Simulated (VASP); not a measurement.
Consider the following.

```
Co
1.0
    1.23833    -2.14485     0.00000
    1.23833     2.14485     0.00000
    0.00000     0.00000     3.99441
Co
2
Cartesian
  1.23833   0.71495   0.99860
  1.23833  -0.71495   2.99581
```
Starting moments (μB, in the order of the record's atoms Co Co): 1.6 1.6.

These are AM05 GGA, VASP's PBE PAW potentials (set 64) (plane waves; VASP) values and carry that method's errors. Settings: 520 eV cut-off, 17×17×9 Γ-centred mesh, first-order Methfessel-Paxton smearing of 0.10 eV, potentials Co.

### Question
What does the run give for the cell moment, energy per atom (σ→0), pressure, band gap (on the k-mesh) with the smallest direct gap where there is one?

### Answer

| Property | Result |
|---|---|
| band gap (on the k-mesh) | none (metal, semimetal or under 0.01 eV) |
| cell moment | 3.20 μB |
| energy per atom (σ→0) | -7.489 eV/atom |
| pressure | -6.63 GPa |

### Question
Give the moment on each site (PAW-sphere projection).

### Answer

```json
[
 {"site": "Co1", "moment (μB)": "1.61"},
 {"site": "Co2", "moment (μB)": "1.61"}
]
```

The absolute energy has meaning only against runs of the same code, potentials and settings.

The compound is Co in the hcp structure. This cell is one point of a volume scan, at 1.03 of the reference volume.
